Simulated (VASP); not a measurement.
Cost and result of VASP (PAW) for the band gap of CuCl (zinc blende). Gaps are without spin-orbit coupling. Each level names its cell: its own relaxed one, PBE's, or the starting one. A gap is the smallest over the k-mesh and a band path; hybrids may have named points in place of the path, and GW has the mesh alone. The cost counts the self-consistent run with its band path or extra points (for GW, with the PBE run and the diagonalisation ahead of it), each on the mesh and cut-off of its row, so the ratios hold those differences too. With PBEsol it took about 30 core-seconds. Costs are core time on shared hosts, one run each; read them as rough ratios.

Measured: 3.39 eV at 2 K (as given by arXiv:1206.3780).

| level | k-mesh | cut-off (eV) | band gap (eV) | error (eV) | cost over PBEsol |
|---|---|---|---|---|---|
| LDA (own cell) | 10×10×10 | 520 | 0.66 | -2.73 | within a factor of 2 |
| PBEsol (own cell) | 10×10×10 | 520 | 0.55 | -2.84 | reference |
| HSE06 (PBE cell) | 6×6×6 | 520 | … | … | … |
| Hartree-Fock (PBE cell) | 6×6×6 | 520 | … | … | … |

Task: Fill in the missing entries.

Result: 
- HSE06 (PBE cell), band gap (eV): 2.34
- HSE06 (PBE cell), error (eV): -1.05
- HSE06 (PBE cell), cost over PBEsol: about 20 times
- Hartree-Fock (PBE cell), band gap (eV): 10.88
- Hartree-Fock (PBE cell), error (eV): +7.49
- Hartree-Fock (PBE cell), cost over PBEsol: about 30 times

Left out are levels that failed, ran on another kind of processor or have no fit band path; at most nine are shown.

The compound is CuCl in the zinc blende structure.
